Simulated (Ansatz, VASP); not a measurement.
# Cu3Pt in VASP and in Ansatz

INCAR

```
  PREC = Accurate
  ENCUT = 520
  EDIFF = 1E-6
  ISMEAR = -1
  SIGMA = 0.05
  LREAL = False
  LASPH = True
  NELM = 60
  ALGO = Normal
  ISIF = 2
  LWAVE = False
  LCHARG = False
  NBANDS = 30
```

Contents of KPOINTS:

```
Automatic mesh
0
Gamma
  9 9 9
```

File POSCAR:

```
Cu3Pt
1.0
    3.6975918806      0.0000000000      0.0000000000
    0.0000000000      3.6975918806      0.0000000000
    0.0000000000      0.0000000000      3.6975918806
Cu Pt
3 1
Direct
    0.0000000000      0.5000000000      0.5000000000
    0.5000000000      0.0000000000      0.5000000000
    0.5000000000      0.5000000000      0.0000000000
    0.0000000000      0.0000000000      0.0000000000
```

Input for Ansatz:

```yaml
crystal:
  lattice:
    - [3.6975918806, 0.0, 0.0]
    - [0.0, 3.6975918806, 0.0]
    - [0.0, 0.0, 3.6975918806]
  atoms:
    - { symbol: Cu, position: [0.0, 0.5, 0.5] }
    - { symbol: Cu, position: [0.5, 0.0, 0.5] }
    - { symbol: Cu, position: [0.5, 0.5, 0.0] }
    - { symbol: Pt, position: [0.0, 0.0, 0.0] }
kpoints:
  mp_grid: { grid: [9, 9, 9] }
  band_path:
    path:
      - [0.0, 0.0, 0.0]
      - [0.0, 0.5, 0.0]
      - [0.5, 0.5, 0.0]
      - [0.0, 0.0, 0.0]
      - [0.5, 0.5, 0.5]
      - [0.0, 0.5, 0.0]
      - [0.5, 0.5, 0.5]
      - [0.5, 0.5, 0.0]
    npoints: 5
scf:
  occupations: { method: fermi_dirac, width: 0.05 }
hamiltonian:
  xc: lda
  pseudopotentials: { kind: all_electron, lapw: { basis_error: 0.001 } }
output:
  forces: true
  stress: true
  eigenvalues: true
```

Change from the starting cell: volume scaled by 0.99.

Alike in both runs: task single point; functional LDA; k mesh 9 × 9 × 9; occupations fermi-dirac, width 0.05 eV; no spin polarisation.

|  | VASP | Ansatz |
| --- | --- | --- |
| version | VASP 6.6.1 | Ansatz 0.2.0 |
| potentials or method | VASP PAW LDA potentials, release 64 (Cu, Pt) | all-electron LAPW, scalar-relativistic |
| plane-wave cutoff (eV) | 520 | see its input |

Ansatz gave:

| Quantity | Value |
| --- | --- |
| pressure (GPa) | -10.5 |

Task: Estimate VASP's values.

Result: Pressure (GPa): -9.7.

Ansatz ran all-electron here, so the differences hold the error of VASP's frozen core and of both bases.

Spin-orbit coupling is left out, which matters for the levels of Pt.
